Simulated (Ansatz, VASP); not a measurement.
# Cross-check of CrTeS (2H-CrSTe bilayer, 2H (AA')) between VASP and Ansatz

Aim: how closely do two programs agree when they are given the same cell, functional and k mesh? The structure shown is the start of the Ansatz relaxation below; VASP solves that cell, so the two are compared at the walk's first step.

Main program and level: Ansatz 0.2.0; plane waves, with VASP 6.6.1 beside it; single point at PBEsol with D3(BJ).

**1. Set-up**

The cell holds 6 atoms: 2 Te, 2 Cr and 2 S. Cell: a = 3.365 Å, b = 3.365 Å, c = 49.597 Å, α = 90.0°, β = 90.0°, γ = 120.0°. Vacuum lies along c.

**2. Ansatz: relaxation, PBEsol with D3(BJ)**

Ansatz runs on its default PAW (the set named soft_2) files.

The two programs are compared at the cell with which this relaxation starts, whose forces are those of its first step.

Input file input.yaml:

```yaml
crystal:
  lattice:
    - [3.365, 0.0, 0.0]
    - [-1.6825, 2.9141754837, 0.0]
    - [0.0, 0.0, 49.597222188]
  atoms:
    - { symbol: Te, position: [0.3333333333, 0.6666666667, 0.406272753] }
    - { symbol: Cr, position: [0.0, 0.0, 0.4426400387] }
    - { symbol: S, position: [0.3333333333, 0.6666666667, 0.4682441893] }
    - { symbol: Te, position: [0.0, 0.0, 0.5317558107] }
    - { symbol: Cr, position: [0.3333333333, 0.6666666667, 0.5681230964] }
    - { symbol: S, position: [0.0, 0.0, 0.593727247] }
  periodic: [true, true, false]
kpoints:
  mp_grid: { grid: [12, 12, 1] }
hamiltonian:
  xc: pbesol
  dispersion: d3bj
scf:
  occupations: { method: fermi_dirac, width: 0.05 }
  convergence: { dr2_threshold: 1.0e-09 }
relax:
  f_tol: 0.004
  max_steps: 90
  cell: {}
output:
  write_potential: true
  write_density: true
  volumetric_format: npy
```

On the command line:

```
> ansatz run input.yaml --threads 4 --pin off --max-ram 6144MiB --backend cpu --events-out ev --progress --plain --runs-dir out
```

Numbers of over 12 decimals in the logs are rounded to 6 here.

What it wrote:

```text
Warning: relax.cell: scf.convergence.dr2_threshold = 1e-9 eV is looser than the 1.61124527082e-10 eV advised for a relaxation that steers and ends on the stress (1e-10 eV for each atom of the cell: 6, times the square of relax.cell.stress_2d_tol = 0.05 N/m over 19.3 Å (the atoms' height at the walk's start and 5 Å past either face), 2.591e-2 GPa, over a crystal's default 0.05). What an SCF threshold leaves in a stress goes as its square root, and in the free energy as the threshold itself, and one threshold admits the most on a small cell: [figures from the program's tests cut] Set scf.convergence.dr2_threshold to 1.61124527082e-10 eV or tighter. [rest of the remark cut]
Engine: ansatz 0.2.0, x86_64-unknown-linux-gnu
Pseudopotentials: kind: paw
Pseudopotential: Te, paw, valence charge 16, recommended cutoff 420 eV (normal), Te.paw.azcp
Pseudopotential: Cr, paw, valence charge 14, recommended cutoff 420 eV (normal), Cr.paw.azcp
Pseudopotential: S, paw, valence charge 6, recommended cutoff 420 eV (normal), S.paw.azcp
Functional definition: PBEsol
  exchange = pbesol_x
  correlation = pbesol_c
Crystal: 6 atoms, lattice volume = 486.360 Å³
Basis set: ecut = 420 eV, 9597 PW (Γ), exchange–correlation on 48×48×720 points (8 copies of the dense FFT grid, shifted against one another)
Bands: 44, of which v1, the nominal top of the filled ones, is band 36 counted from 1 (35 counted from 0)
Symmetry: 6 space group operations
Space group: P3m1 (ITA 156), of the structure as read, at distance tolerance 7.9e-5 Å
k-points: 19 of 144 (time reversal used)
Non-local potential: Te, projectors of the file, l = 0: 2, l = 1: 2, l = 2: 2, l = 3: 2
Non-local potential: Cr, projectors of the file, l = 0: 3, l = 1: 2, l = 2: 3, l = 3: 1
Non-local potential: S, projectors of the file, l = 0: 2, l = 1: 2, l = 2: 2
PAW form: soft (Blöchl's): semilocal exchange-correlation on the pseudo side does not see the compensation charge
PAW frozen core: Te, regenerated for the run's functional, and the local potential with it (the file was generated under x = pbe(κ = 0.804, μ = 0.219515), c = pbe(β = 0.066725))
PAW frozen core: Cr, regenerated for the run's functional, and the local potential with it (the file was generated under x = pbe(κ = 0.804, μ = 0.219515), c = pbe(β = 0.066725))
PAW frozen core: S, regenerated for the run's functional, and the local potential with it (the file was generated under x = pbe(κ = 0.804, μ = 0.219515), c = pbe(β = 0.066725))
PAW one-centre angular grid: Te, 590 points (default); XC on 64 Gauss nodes
PAW one-centre angular grid: Cr, 590 points (default); XC on 64 Gauss nodes
PAW one-centre angular grid: S, 110 points (default); XC on 64 Gauss nodes
Initial density: superposition of atomic densities (neutral atoms: chi_scale 0, normalization atom), corrected by the library's trained network
Initial wavefunctions: pseudopotential atomic-orbital guess
Functional: x = pbesol(κ = 0.804, μ = 0.123457), c = pbesol(β = 0.046)
SCF iter   1: F=—  HF=-22274.927115 eV  |F-HF|=—  |Δ(HF+E_count)|=         —  Δρ=6.83e-3  dr2=1.49e0  ethr=1.77e-3  ⟨swp⟩=19.4  Hψ=5843  notcnv=0
preconditioner: auto → LDOS  [metal: Δε(μ)=0.033 eV  Ē_g=6.478 eV  σ=0.050 eV  W_gap=0.16  n_scr=30 (ndim 8)  ℏωp=10.1 eV  f_vac=0.734  D(μ)=3.36/eV (n_scr^D=16)  β→1.0]
SCF iter   2: F=—  HF=-22274.959402 eV  |F-HF|=—  |Δ(HF+E_count)|=   3.23e-2  Δρ=8.86e-3  dr2=8.99e-1  ethr=1.77e-3  ⟨swp⟩=3.2  Hψ=1502  notcnv=0  defer=10
SCF iter   3: F=—  HF=-22274.892742 eV  |F-HF|=—  |Δ(HF+E_count)|=   6.67e-2  Δρ=1.24e-3  dr2=1.48e-2  ethr=1.25e-3  ⟨swp⟩=2.7  Hψ=1188  notcnv=0  defer=10
SCF iter   4: F=—  HF=-22274.892496 eV  |F-HF|=—  |Δ(HF+E_count)|=   2.45e-4  Δρ=5.50e-4  dr2=2.99e-3  ethr=2.06e-5  ⟨swp⟩=3.8  Hψ=2298  notcnv=0  defer=10
SCF iter   5: F=—  HF=-22274.892339 eV  |F-HF|=—  |Δ(HF+E_count)|=   1.57e-4  Δρ=1.55e-4  dr2=1.10e-4  ethr=4.15e-6  ⟨swp⟩=3.1  Hψ=1556  notcnv=0  defer=10
SCF iter   6: F=—  HF=-22274.892683 eV  |F-HF|=—  |Δ(HF+E_count)|=   3.44e-4  Δρ=7.76e-5  dr2=2.85e-5  ethr=1.52e-7  ⟨swp⟩=3.1  Hψ=1673  notcnv=0  defer=10
SCF iter   7: F=—  HF=-22274.892712 eV  |F-HF|=—  |Δ(HF+E_count)|=   2.91e-5  Δρ=2.38e-5  dr2=3.48e-6  ethr=3.96e-8  ⟨swp⟩=2.7  Hψ=1501  notcnv=0  defer=10
SCF iter   8: F=—  HF=-22274.892646 eV  |F-HF|=—  |Δ(HF+E_count)|=   6.58e-5  Δρ=9.85e-6  dr2=2.71e-6  ethr=4.83e-9  ⟨swp⟩=3.3  Hψ=1651  notcnv=0  defer=10
[...]
iter 8 met the thresholds in force, and the SCF goes on: an eigenvalue changes by 3.95 meV, over its tolerance of 1.11 meV (output.eigenvalues, Limitations)
SCF iter   8: F=-22275.324878 eV  HF=-22275.324878 eV  |F-HF|=4.25e-9  |Δ(HF+E_count)|=   1.98e-8  Δρ=2.04e-7  dr2=2.44e-10  ethr=1.39e-12  ⟨swp⟩=13.3  Hψ=7679  notcnv=0
iter 9 met the thresholds in force, and the SCF goes on: an eigenvalue changes by 2.96 meV, over its tolerance of 1.02 meV (output.eigenvalues, Limitations)
SCF iter   9: F=-22275.324878 eV  HF=-22275.324878 eV  |F-HF|=1.80e-9  |Δ(HF+E_count)|=   2.98e-9  Δρ=8.49e-8  dr2=4.40e-11  ethr=1.00e-12  ⟨swp⟩=8.8  Hψ=5710  notcnv=0
Mixer restart at iter 9: flushing history
SCF iter  10: F=-22275.324878 eV  HF=-22275.324878 eV  |F-HF|=2.67e-8  |Δ(HF+E_count)|=   1.94e-9  Δρ=9.28e-7  dr2=2.67e-8  ethr=1.00e-12  ⟨swp⟩=2.0  Hψ=1107  notcnv=0  κ⁻¹=1.0e0(r=1)
SCF iter  11: F=-22275.324878 eV  HF=-22275.324878 eV  |F-HF|=3.55e-9  |Δ(HF+E_count)|=  3.57e-10  Δρ=2.05e-7  dr2=3.61e-9  ethr=1.00e-12  ⟨swp⟩=2.1  Hψ=927  notcnv=0  κ⁻¹=6.6e-3(r=2)
SCF iter  12: F=-22275.324878 eV  HF=-22275.324878 eV  |F-HF|=5.82e-11  |Δ(HF+E_count)|=  1.75e-10  Δρ=2.13e-7  dr2=5.28e-10  ethr=1.00e-12  ⟨swp⟩=10.1  Hψ=5790  notcnv=0
SCF 8 converged in 12 iterations: F = -22275.324878 eV  dr2 = 5.28e-10
relax step   8: F+E_penalty+E_count = -22275.32487817 eV  Δ(F+E_penalty+E_count) = +2.340e-3 eV  max|allowed force component| = 4.838e-4 eV/Å  Δτ_max = 0.0000 Å  P = -0.004 N/m  Ω = 436.474 Å³  fix = [c, alpha, beta]  reactions: c -0.000 N/m  stress off target by 3.58e-3 N/m on what of the cell is left free  SCF on the basis re-selected at this cell (its energy is not comparable with the rows above)  (12 SCF iters)
basis re-selected at this cell: Δ(F+E_penalty+E_count) = +2.340e-3 eV, ΔP = -0.004 N/m vs the last step (what re-selecting the basis moved, of the pressure what is left beyond the Pulay correction that the steps carried, after the strain that the cell walked since its last selection, with what the two solves' SCF thresholds leave and, on support functions, any second-order correction that the steps lacked; it is no m [...]
WARN: The output density's exchange-correlation potential varies sharply where the density is thin. Do not read a vacuum level from v_tot or v_xc, or from such a field of the output density. On a cell that repeats whose density bears no net charge and no dipole along the vacuum's axis use v_es (v_loc + v_h of the components); under efield.dipole_correction with no amplitude use v_es + v_field, which holds any externa [...]
SCF converged after 12 iterations
an eigenvalue changed by more than its tolerance at an iteration that met the thresholds in force, so the SCF went on 2 times, its first undamped step at iteration 9: the last check found none over its tolerance
Free energy (F): -22275.324878 eV
Harris-Foulkes:  -22275.324878 eV  (|F-HF|=5.82e-11)
Internal energy: -22275.306377 eV  (E = F + TS)
E sigma→0 (E₀):  -22275.315628 eV
Entropy (-TS):   -0.018501 eV (-3.084 meV/atom)
Fermi energy:    -4.737290 eV
--- Per-component energies (eV) ---
  E_band       = -2085.141303
  E_kinetic    = 1272.439925
  E_local      = -464779.125349  (includes V_loc(G=0)·N_el)
  E_nonlocal   = -396.095996
  E_hartree    = 231906.439792
  E_xc         = -720.973049
  E_vxc        = -744.523999  (∫ρ·V_xc dr)
  E_paw        = -12673.805841  (= ΣΔE_a)
  E_vpaw       = -1250.716584  (= ΣTr[D̂ρ^β])
  E_aug_tail   = 0.000348  (compensation charges beyond the density's cutoff)
  E_ewald      = 223116.647644
  E_disp       = -2.027379  (pairwise vdW)
  E_core_change = 1.193528  (= ΣΔE_core)
  E_smearing   = -0.018501  (= −TS)
  E_closure    = -0.000000  (closes the sum)
  Σ components = -22275.324878   (vs F -22275.324878, Δ=0.00e0)
--- Forces (eV/Å), atoms counted from 1 ---
  atom   1  Te     0.00000000     0.00000000    -0.00014437
  atom   2  Cr    -0.00000000    -0.00000000    -0.00048432
  atom   3  S      0.00000000     0.00000000     0.00035990
  atom   4  Te    -0.00000000    -0.00000000    -0.00005155
  atom   5  Cr     0.00000000     0.00000000    -0.00000903
  atom   6  S     -0.00000000    -0.00000000     0.00032618
  max |Σ_I F_I| component: 3.19e-6 eV/Å
--- 2D stress c σ (N/m, compression-positive) ---
       -0.003577       0.000000      -0.000000
        0.000000      -0.003577      -0.000000
       -0.000000      -0.000000      -0.000000
  P = ½ c Tr σ = -0.0036 N/m
--- Band table (eV; the first three rows and the last of 19) ---
  k-point 0: bands = [... 32 lower, -5.5895, -5.5895, -4.7825, -4.7036, -2.8375, -2.8375, -2.2230, -2.2230, ... 4 higher]
  k-point 1: bands = [... 32 lower, -5.7319, -5.6479, -4.8532, -4.7437, -3.0195, -2.8698, -2.4668, -2.2523, ... 4 higher]
  k-point 2: bands = [... 32 lower, -6.1692, -5.7496, -5.2606, -4.8922, -3.5202, -3.1759, -3.0659, -2.9799, ... 4 higher]
  k-point 18: bands = [... 32 lower, -7.0725, -6.4463, -5.6821, -5.2211, -4.7684, -4.3128, -4.0526, -3.5535, ... 4 higher]
  the weakly bound empty levels are not read free of the cell's end (no_gap_told)
--- Relaxed structure (7 steps of the walk, 7 accepted, 1 SCFs on fresh bases) ---
  F+E_penalty+E_count = -22275.32487817 eV   max|allowed force component| = 4.838e-4 eV/Å   (the final SCF, on the basis selected at the relaxed cell)
  cell:  # Å, volume = 436.4738 Å³
    - [3.187756, -6.5593342781181404e-18, 0]
    - [-1.593878, 2.760678, 0]
    - [0, 0, 49.597222188]
  atoms:
    - { symbol: Te, position: [0.333333, 0.666667, 0.407199] }
    - { symbol: Cr, position: [1.7512500406922194e-18, -2.7755575615628907e-17, 0.443710] }
    - { symbol: S, position: [0.333333, 0.666667, 0.470827] }
    - { symbol: Te, position: [-3.77695573813301e-18, -2.7755575615628926e-17, 0.529448] }
    - { symbol: Cr, position: [0.333333, 0.666667, 0.566258] }
    - { symbol: S, position: [-6.650312702171612e-19, -2.7755575615628926e-17, 0.593321] }
```

Reading the cycles: dr2 is the Hartree energy of the density residual (eV), the measure of convergence; HF is the Harris–Foulkes estimate of the energy, which meets the free energy F at convergence.

(Part 1 of 2 ends here.)

[Lines on the potential files, build, host, timing and source positions are cut from VASP's logs without a mark.]

[Logs are printed without paths, hosts, clocks, repeated set-up lines and the standing remarks that a program may print on its own settings, such as how far it seeks lower states.]

[Hosts, paths, dates, database ids (printed as entryN), source tags and the programs' standing remarks are cut or masked in the printed files.]
